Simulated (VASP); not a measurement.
Input:

```
CELL_PARAMETERS angstrom
      0.00000     2.92616     2.92616
      2.92616     0.00000     2.92616
      2.92616     2.92616     0.00000
ATOMIC_POSITIONS crystal
  Cu 0.00000 0.00000 0.00000
  I  0.25000 0.25000 0.25000
```

Calculation: PBE GGA with D3 dispersion (Becke-Johnson damping), VASP's PBE PAW potentials (set 64) (plane waves; VASP). Run with 520 eV cut-off, 8×8×8 Γ-centred mesh, Gaussian smearing of 0.050 eV, potentials Cu I.

Give the stress tensor in GPa (positive for a compressed cell).

```
3.31  0.00  0.00
0.00  3.31  0.00
0.00  0.00  3.31
```
The pressure is its mean diagonal, 3.31 GPa.

The compound is CuI in the zinc blende structure. This cell is one point of a volume scan, at 0.94 of the reference volume.
